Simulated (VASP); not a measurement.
Here is the system:

```
CELL_PARAMETERS angstrom
      0.00000     2.31518     2.31518
      2.31518     0.00000     2.31518
      2.31518     2.31518     0.00000
ATOMIC_POSITIONS crystal
  Ru 0.00000 0.00000 0.00000
  B  0.25000 0.25000 0.25000
```

Level of theory: PBEsol GGA, VASP's PBE PAW potentials (set 64) (plane waves; VASP). Run with 520 eV cut-off, 15×15×15 Γ-centred mesh, tetrahedra with Blöchl corrections, potentials Ru_pv B.

Question: Estimate the energy per atom (σ→0), band gap (on the k-mesh) with the smallest direct gap where there is one.

Answer: 
| Item | Result |
|---|---|
| band gap (on the k-mesh) | none (metal, semimetal or under 0.01 eV) |
| energy per atom (σ→0) | -7.987 eV/atom |

Total energies compare only between runs with the same potentials, cut-off and functional.

The structure was generated: RuB was put into the zinc blende type (F-43m), which need not be its known phase. It was relaxed first, which changed the volume by -34 %. The electron count is odd and the run is not spin-polarised, which forces a metal.
